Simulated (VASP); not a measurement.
Input:

```
Li
1.0
   -1.40206     1.40206     1.40206
    1.40206    -1.40206     1.40206
    1.40206     1.40206    -1.40206
Li
1
Direct
  0.00000   0.00000   0.00000
```

Calculation: LDA (Ceperley-Alder, Perdew-Zunger), VASP's LDA PAW potentials (set 64) (plane waves; VASP). Settings: 620 eV cut-off, 18×18×18 Γ-centred mesh, first-order Methfessel-Paxton smearing of 0.10 eV, potentials Li_sv.

Energy and stress use the plane-wave basis of the starting cell.

**Question.** The ions, cell shape and volume at an external pressure of 30.0 GPa are relaxed. Which structure does the run end with?

**Answer.** 
```
Li
1.0
   -1.34825     1.34825     1.34825
    1.34825    -1.34825     1.34825
    1.34825     1.34825    -1.34825
Li
1
Direct
  0.00000   0.00000   0.00000
```
Space group Im-3m (229), at a tolerance of 0.03 Å.

**Question.** How do energy and volume change from the first to the last step?

**Answer.** The energy (σ→0) changes by +188.0 meV/atom and the volume by -11.1 %, in 3 ionic steps.

| step | E(σ→0) (eV) | max force (eV/Å) | pressure (GPa) | volume (Å³) |
|---|---|---|---|---|
| 1 | -1.6998 | 0.000 | 20.22 | 11.02 |
| 2 | -1.5446 | 0.000 | 28.17 | 9.99 |
| 3 | -1.5117 | 0.000 | 29.89 | 9.80 |

The compound is Li in the bcc structure. This run relaxes it under an external pressure of 30 GPa. Symmetry was kept, so distortions that lower it aren't found.
